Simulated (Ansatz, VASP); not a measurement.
**One calculation of KBe2, two programs**

```
K Be
1.0
     0.00000    3.63304    3.63304
     3.63304    0.00000    3.63304
     3.63304    3.63304    0.00000
K Be
1 2
Cartesian
  0.0000 0.0000 0.0000
  1.8165 1.8165 1.8165
  5.4496 5.4496 5.4496
```

Alike in both runs: functional PBE; k mesh 12 × 12 × 12; occupations gaussian, width 0.1 eV; no spin polarisation.

Ansatz relaxed the structure, and its values are those at the end. VASP's run is a single point on that final structure, the one shown.

|  | VASP | Ansatz |
| --- | --- | --- |
| version | VASP 6.6.1 | Ansatz 0.2.0 |
| potentials or method | VASP PAW PBE potentials, release 64 (K_sv, Be) | scalar-relativistic, plane waves, PAW |
| plane-wave cutoff (eV) | 520 | 420 |
| valence electrons in the cell | 13 | 13 |

|  | VASP | Ansatz | Ansatz less VASP |
| --- | --- | --- | --- |
| gap on the k mesh at the Fermi level (eV) | none | none | - |
| pressure (GPa) | 0.0 | 0.0 | -0.01 |

A gap of «none» marks a metal or a gap that the smearing closes.
